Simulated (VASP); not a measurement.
# Mesh, vacuum, cutoff and functional for a few sheets of SbPbS2, part 2 of 5

Aim: find which settings matter for a slab model of a few sheets of SbPbS2, and what they cost.

VASP 6.6.1, plane waves and PAW; the level of theory is named at each step.

So far, highest filled level below the vacuum (eV): step 2 (the base run) 3.28.

**3. Another mesh, mesh points along a 3, k-mesh 3×3×1**

Level of this step: PBEsol; plane waves and PAW (Pb, S, Sb) (VASP).

The mesh decides how well the Fermi level or the band edge is found.

The input, INCAR:

```
SYSTEM = SbPbS2
PREC = Normal
ENCUT = 350
EDIFF = 1E-06
NELM = 120
ISMEAR = 0
SIGMA = 0.05
LREAL = .FALSE.
ALGO = Normal
GGA = PS
NBANDS = 29
LORBIT = 11
LWAVE = .FALSE.
LCHARG = .FALSE.
NCORE = 4
IDIPOL = 3
LDIPOL = .TRUE.
DIPOL = 0.5 0.5 0.496
LVHAR = .TRUE.
LVACPOTAV = .TRUE.
```

The input, POSCAR:

```
SbPbS2
1.0
    4.2934420000      0.0000000000      0.0000000000
    0.0000000000      3.9640180000      0.0000000000
    0.0000000000      0.0000000000     23.9533495716
Pb S Sb
2 4 2
Direct
    0.5000000000      0.0000000000      0.6868913900
    0.5000000000      0.5000000000      0.4374837240
    0.0000000000      0.5000000000      0.6686088100
    0.5000000000      0.0000000000      0.5667053270
    0.0000000000      0.0000000000      0.4192011440
    0.5000000000      0.5000000000      0.3172976620
    0.0000000000      0.5000000000      0.5625162760
    0.0000000000      0.0000000000      0.3131086100
```

The input, KPOINTS:

```
Automatic mesh
0
Gamma
3 3 1
0 0 0
```

PAW data sets: Pb, S and Sb (PBE family, release 64).

Command:

```
> mpirun -np 4 vasp_std
```

Log:

```text
[banner, memory and clock lines left out]
running    4 mpi-ranks, on    1 nodes
 distrk:  each k-point on    4 cores,    1 groups
 distr:  one band on    4 cores,    1 groups

 POSCAR found type information on POSCAR PbS Sb
 POSCAR found :  3 types and       8 ions
 [... a notice as in an earlier step ...]

 LDA part: xc-table for (Slater+PW92), standard interpolation
 POSCAR, INCAR and KPOINTS ok, starting setup
 FFT: planning ... GRIDC
 FFT: planning ... GRID_SOFT
 FFT: planning ... GRID
 WAVECAR not read
 entering main loop
       N       E                     dE             d eps       ncg     rms          rms(c)
DAV:   1     0.241936446392E+03    0.24194E+03   -0.11663E+04   232   0.809E+02
DAV:   2    -0.676741814911E+00   -0.24261E+03   -0.23513E+03   339   0.169E+02
DAV:   3    -0.357788328056E+02   -0.35102E+02   -0.34484E+02   267   0.715E+01
DAV:   4    -0.375290302883E+02   -0.17502E+01   -0.17326E+01   360   0.178E+01
DAV:   5    -0.375714729764E+02   -0.42443E-01   -0.42355E-01   299   0.279E+00    0.166E+01
DAV:   6    -0.362872248253E+02    0.12842E+01   -0.38166E+00   302   0.736E+00    0.995E+00
DAV:   7    -0.412040361130E+02   -0.49168E+01   -0.28249E+01   342   0.203E+01    0.937E+00
DAV:   8    -0.360554184182E+02    0.51486E+01   -0.61333E+01   347   0.160E+01    0.279E+00
DAV:   9    -0.361853120072E+02   -0.12989E+00   -0.30679E+00   315   0.535E+00    0.178E+00
DAV:  10    -0.361741953592E+02    0.11117E-01   -0.28329E-01   312   0.190E+00    0.140E+00
DAV:  11    -0.361624569793E+02    0.11738E-01   -0.55587E-02   315   0.105E+00    0.732E-01
DAV:  12    -0.361602692977E+02    0.21877E-02   -0.16739E-02   331   0.650E-01    0.243E-01
DAV:  13    -0.361597628887E+02    0.50641E-03   -0.66624E-03   299   0.366E-01    0.184E-01
DAV:  14    -0.361597439208E+02    0.18968E-04   -0.12555E-03   315   0.144E-01    0.145E-01
DAV:  15    -0.361598329632E+02   -0.89042E-04   -0.38862E-04   304   0.836E-02    0.673E-02
DAV:  16    -0.361598070320E+02    0.25931E-04   -0.22776E-04   294   0.743E-02    0.309E-02
DAV:  17    -0.361598602213E+02   -0.53189E-04   -0.12249E-04   307   0.428E-02    0.379E-02
DAV:  18    -0.361599035522E+02   -0.43331E-04   -0.10066E-04   291   0.484E-02    0.146E-02
DAV:  19    -0.361599173845E+02   -0.13832E-04   -0.84004E-05   279   0.276E-02    0.175E-02
DAV:  20    -0.361599413279E+02   -0.23943E-04   -0.71779E-06   291   0.103E-02    0.114E-02
DAV:  21    -0.361599767019E+02   -0.35374E-04   -0.98928E-06   276   0.884E-03    0.419E-03
DAV:  22    -0.361600042141E+02   -0.27512E-04   -0.26581E-06   264   0.565E-03    0.479E-03
DAV:  23    -0.361600486533E+02   -0.44439E-04   -0.35569E-06   246   0.677E-03    0.594E-03
DAV:  24    -0.361600802126E+02   -0.31559E-04   -0.20883E-06   256   0.481E-03    0.326E-03
DAV:  25    -0.361600949469E+02   -0.14734E-04   -0.48642E-07   222   0.240E-03    0.197E-03
DAV:  26    -0.361601021032E+02   -0.71563E-05   -0.12941E-07   200   0.137E-03    0.149E-03
DAV:  27    -0.361601137648E+02   -0.11662E-04   -0.46259E-07   209   0.149E-03    0.109E-03
DAV:  28    -0.361601164418E+02   -0.26771E-05   -0.86350E-08   190   0.946E-04    0.560E-04
DAV:  29    -0.361601178032E+02   -0.13614E-05   -0.78490E-08   188   0.853E-04    0.317E-04
DAV:  30    -0.361601181359E+02   -0.33267E-06   -0.19941E-08   162   0.505E-04
 [... a notice as in an earlier step ...]

   1 F= -.36160118E+02 E0= -.36153457E+02  d E =-.133227E-01
```

Elapsed: 15 s, on 4 MPI ranks of AMD EPYC 7R43, shared host; peak memory 0.41 GiB.

OUTCAR, selected parts (step 3):

```text
The static configuration has the point symmetry C_2v.

 Found      4 irreducible k-points:

   k-points           NKPTS =      4   k-points in BZ     NKDIM =      4   number of bands    NBANDS=     29

   NELECT =      42.0000    total number of electrons

 dipolmoment           0.000000      0.000000     -0.067921 electrons x Angstroem

 E-fermi :   1.2875

 k-point     1 :       0.0000    0.0000    0.0000
  band No.  band energies     occupation
    ...
     17      -1.7003      2.00000
     18      -1.4796      2.00000
     19      -0.8128      2.00000
     20      -0.5633      2.00000
     21       0.5880      2.00000
     22       2.1712      0.00000
     23       3.6335      0.00000
     24       3.7532      0.00000
     25       3.8423      0.00000
     26       3.9479      0.00000
    ...

 k-point     2 :       0.3333    0.0000    0.0000
  band No.  band energies     occupation
    ...
     17      -1.1422      2.00000
     18      -1.1124      2.00000
     19      -0.5921      2.00000
     20      -0.4071      2.00000
     21       1.0188      2.00000
     22       1.4549      0.00000
     23       1.7191      0.00000
     24       1.8870      0.00000
     25       2.0060      0.00000
     26       2.5691      0.00000
    ...

  Total       -3.3328353     -4.1224095     -5.5363174      0.0000000      0.0000000      0.0000000
  in kB      -13.0983612    -16.2014634    -21.7582566      0.0000000      0.0000000      0.0000000
  external PRESSURE =     -17.0193604 kB  Pullay stress =       0.0000000 kB

 POSITION                                       TOTAL-FORCE (eV/Angst)
 -----------------------------------------------------------------------------------
      2.14672      0.00000     16.45335         0.000000      0.000000     -0.617212
      2.14672      1.98201     10.47920         0.000000      0.000000     -0.000777
      0.00000      1.98201     16.01542         0.000000      0.000000     -0.090296
      2.14672      0.00000     13.57449         0.000000      0.000000      0.597629
      0.00000      0.00000     10.04127         0.000000      0.000000     -0.543111
      2.14672      1.98201      7.60034         0.000000      0.000000      0.312854
      0.00000      1.98201     13.47415         0.000000      0.000000     -0.251238
      0.00000      0.00000      7.50000         0.000000      0.000000      0.592150
 -----------------------------------------------------------------------------------
    total drift:                                0.000000      0.000000     -0.000768

  FREE ENERGIE OF THE ION-ELECTRON SYSTEM (eV)
  ---------------------------------------------------
  free  energy   TOTEN  =       -36.1601181359 eV

  energy  without entropy=      -36.1467953941  energy(sigma->0) =      -36.15345676

 vacuum level on the upper side and lower side of the slab         4.279         5.001

 total charge
# of ion       s       p       d       tot
------------------------------------------
    1        1.770   1.048   0.106   2.924
    2        1.777   1.031   0.118   2.926
    3        1.366   2.290   0.000   3.656
    4        1.380   2.208   0.000   3.588
    5        1.371   2.278   0.000   3.649
    6        1.377   2.223   0.000   3.600
    7        1.262   0.960   0.046   2.269
    8        1.276   0.934   0.043   2.253
--------------------------------------------------
tot         11.579  12.972   0.314  24.865

[... 6 parts as in an earlier step ...]

[... 4 further parts left out ...]
```

Numbers from this step:

| Item | Value |
| --- | --- |
| electronic cycles | 30 |
| free energy (TOTEN) | -36.16 eV |
| energy at zero smearing | -36.15 eV |
| Fermi energy | 1.288 eV |
| dipole moment | 0, 0, -0.06792 e·Å |
| vacuum levels | 4.279, 5.001 eV |
| work functions of the upper and lower face | 2.991, 3.714 eV |
| highest filled level below the vacuum | 2.991 eV |

Force by atom:

| atom | x (eV/Å) | y (eV/Å) | z (eV/Å) | size |
| --- | --- | --- | --- | --- |
| Pb1 | 0.000 | 0.000 | -0.617 | 0.617 |
| Pb2 | 0.000 | 0.000 | -0.001 | 0.001 |
| S3 | 0.000 | 0.000 | -0.090 | 0.090 |
| S4 | 0.000 | 0.000 | 0.598 | 0.598 |
| S5 | 0.000 | 0.000 | -0.543 | 0.543 |
| S6 | 0.000 | 0.000 | 0.313 | 0.313 |
| Sb7 | 0.000 | 0.000 | -0.251 | 0.251 |
| Sb8 | 0.000 | 0.000 | 0.592 | 0.592 |

Against the base run its depth below the vacuum changes by -0.29 eV and the energy by +7.4 meV an atom.

**4. Another mesh, mesh points along a 3, k-mesh 3×3×1 (run 2)**

INCAR is that of step 3.

POSCAR is that of step 3.

KPOINTS is that of step 3.

Command:

```
> mpirun -np 4 vasp_std
```

Log:

```text
[... set-up lines as in an earlier step ...]
 entering main loop
       N       E                     dE             d eps       ncg     rms          rms(c)
[... 30 cycles as in an earlier step ...]
 [... a notice as in an earlier step ...]

   1 F= -.36160118E+02 E0= -.36153457E+02  d E =-.133227E-01
```

Elapsed: 16 s, on 4 MPI ranks; peak memory 0.42 GiB; 59 s of CPU time.

OUTCAR, selected parts (step 4):

```text
[... 6 parts as in an earlier step ...]

[... 1 further part left out ...]
[key lines of the parts left out:]
E-fermi :   1.2875
```

Against the base run its depth below the vacuum changes by -0.29 eV and the energy by +7.4 meV an atom.

**5. Another mesh, mesh points along a 9, k-mesh 9×12×1**

INCAR: that of step 4 with these lines changed.

```diff
@@ -14,3 +14,3 @@
 LCHARG = .FALSE.
-NCORE = 4
+KPAR = 4
 IDIPOL = 3
```

POSCAR is that of step 4.

The input, KPOINTS:

```
Automatic mesh
0
Gamma
9 12 1
0 0 0
```

Command:

```
> mpirun -np 4 vasp_std
```

Log:

```text
[banner, memory and clock lines left out]
running    4 mpi-ranks, on    1 nodes
[...]
[... a notice as in an earlier step ...]

 LDA part: xc-table for (Slater+PW92), standard interpolation
 POSCAR, INCAR and KPOINTS ok, starting setup
[...]
entering main loop
       N       E                     dE             d eps       ncg     rms          rms(c)
DAV:   1     0.250063345423E+03    0.25006E+03   -0.11571E+04  2030   0.801E+02
DAV:   2     0.149656450185E+01   -0.24857E+03   -0.24113E+03  2816   0.174E+02
DAV:   3    -0.356455032631E+02   -0.37142E+02   -0.36426E+02  2380   0.729E+01
DAV:   4    -0.375326168954E+02   -0.18871E+01   -0.18711E+01  2902   0.184E+01
[...]
DAV:  27    -0.362187008689E+02   -0.51674E-05   -0.17716E-07  1550   0.153E-03    0.207E-03
DAV:  28    -0.362187070365E+02   -0.61676E-05   -0.41127E-07  1617   0.183E-03    0.858E-04
DAV:  29    -0.362187073204E+02   -0.28388E-06   -0.42424E-08  1360   0.808E-04
 [... a notice as in an earlier step ...]

   1 F= -.36218707E+02 E0= -.36214298E+02  d E =-.881793E-02
```

It took 82 s on 4 MPI ranks; peak memory 1.3 GiB; 5.4 min of CPU time.

OUTCAR, selected parts (step 5):

```text
  Total       -4.7132198     -5.1911942     -3.3599246      0.0000000      0.0000000      0.0000000
  in kB      -18.5234044    -20.4018894    -13.2048248      0.0000000      0.0000000      0.0000000
  external PRESSURE =     -17.3767062 kB  Pullay stress =       0.0000000 kB

 POSITION                                       TOTAL-FORCE (eV/Angst)
 -----------------------------------------------------------------------------------
      2.14672      0.00000     16.45335         0.000000      0.000000     -0.505874
      2.14672      1.98201     10.47920         0.000000      0.000000     -0.073675
      0.00000      1.98201     16.01542         0.000000      0.000000      0.157549
      2.14672      0.00000     13.57449         0.000000      0.000000      0.353074
      0.00000      0.00000     10.04127         0.000000      0.000000     -0.301652
      2.14672      1.98201      7.60034         0.000000      0.000000      0.145586
      0.00000      1.98201     13.47415         0.000000      0.000000     -0.221783
      0.00000      0.00000      7.50000         0.000000      0.000000      0.446774
 -----------------------------------------------------------------------------------
    total drift:                                0.000000     -0.000000     -0.000700

  FREE ENERGIE OF THE ION-ELECTRON SYSTEM (eV)
  ---------------------------------------------------
  free  energy   TOTEN  =       -36.2187073204 eV

  energy  without entropy=      -36.2098893904  energy(sigma->0) =      -36.21429836

[... 1 part as in an earlier step ...]

[... 2 further parts left out ...]
[key lines of the parts left out:]
E-fermi :   1.0544
```

Against the base run its depth below the vacuum changes by +0.10 eV and the energy by -0.2 meV an atom.

**6. Comparing the runs**

Times are for 4 MPI ranks of AMD EPYC 7R43, shared host. The runs compared:

| no. | mesh points along a | highest filled level below the vacuum (eV) | energy at zero smearing (eV) | time | memory (GiB) |
| --- | --- | --- | --- | --- | --- |
| 1 | 3 | 2.991 | -36.15 | 15 s | 0.41 |
| 2 | 3 | 2.991 | -36.15 | 16 s | 0.42 |
| 3 | 9 | 3.380 | -36.21 | 82 s | 1.3 |

(Continued in part 3 of 5.)

[Lines on the potential files, build, host, timing and source positions are cut from VASP's logs without a mark.]

[Logs are printed without paths, hosts, clocks, repeated set-up lines and the standing remarks that a program may print on its own settings, such as how far it seeks lower states.]

[Hosts, paths, dates, database ids (printed as entryN), source tags and the programs' standing remarks are cut or masked in the printed files.]

[In band tables of VASP the shares of atoms and orbitals are scaled to a sum of 1 inside the atoms' spheres.]

[Runs that stopped without an error message from VASP are left out.]

[VASP counts the dipole in electrons times Å, so a positive number points the physical dipole along −c.]
